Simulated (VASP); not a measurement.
Calculation: PBE GGA, VASP's PBE PAW potentials (set 64) (plane waves; VASP).

A VASP calculation is set up with these files.

KPOINTS:
```
Automatic mesh
0
Gamma
8 8 8
0 0 0
```

**INCAR**
```
SYSTEM = Re
PREC = Accurate
ENCUT = 300
EDIFF = 1E-6
NELM = 100
ALGO = Normal
LREAL = .FALSE.
LASPH = .TRUE.
ISMEAR = -1
SIGMA = 0.1
GGA = PE
LMAXMIX = 6
LWAVE = .FALSE.
LCHARG = .FALSE.
ISIF = 2
```

File KPOINTS_OPT:
```
k-points along high-symmetry lines
10
Line-mode
Reciprocal
  0.000000   0.000000   0.000000 ! GAMMA
  0.500000   0.000000   0.500000 ! X

  0.500000   0.000000   0.500000 ! X
  0.625000   0.250000   0.625000 ! U

  0.375000   0.375000   0.750000 ! K
  0.000000   0.000000   0.000000 ! GAMMA

  0.000000   0.000000   0.000000 ! GAMMA
  0.500000   0.500000   0.500000 ! L

  0.500000   0.500000   0.500000 ! L
  0.500000   0.250000   0.750000 ! W

  0.500000   0.250000   0.750000 ! W
  0.500000   0.000000   0.500000 ! X
```

**POSCAR**
```
Re
3.9039780
  0.0000000000   0.7071066999   0.7071066999
  0.7071066999   0.0000000000   0.7071066999
  0.7071066999   0.7071066999   0.0000000000
Re
2
direct
  0.7500000000   0.7500000000   0.7500000000
  0.5000000000   0.5000000000   0.5000000000
```

POTCAR, in this order: Re (PBE.64 set). Program: vasp_std.

At this cut-off the stress carries a Pulay error, which pulls relaxed volumes low. Unless said otherwise, spin-orbit coupling is left out, though it shifts the bands of the heavy elements here.

### Question
Estimate the energy per atom (σ→0), pressure, band gap (over mesh and band path).

### Answer

```yaml
energy per atom (σ→0): -10.825 eV/atom
band gap (over mesh and band path): none (metal, semimetal or under 0.01 eV)
pressure: 11.21 GPa
```

**OSZICAR**
```
...
DAV:   9    -0.216690008803E+02   -0.96448E-04   -0.36270E-04  1053   0.166E-01    0.606E-02
DAV:  10    -0.216690204146E+02   -0.19534E-04   -0.18688E-05  1141   0.146E-01    0.251E-02
DAV:  11    -0.216690243555E+02   -0.39409E-05   -0.33985E-06   806   0.721E-02    0.113E-02
DAV:  12    -0.216690246660E+02   -0.31053E-06   -0.60846E-07   538   0.135E-02
   1 F= -.21669025E+02 E0= -.21649997E+02  d E =-.380560E-01
       N       E                     dE             ncg
       N       E                     dE             ncg
       N       E                     dE             ncg
```

The structure was generated: Re was put into an ordered model structure, which need not be its known phase. The cell was not relaxed at this level.
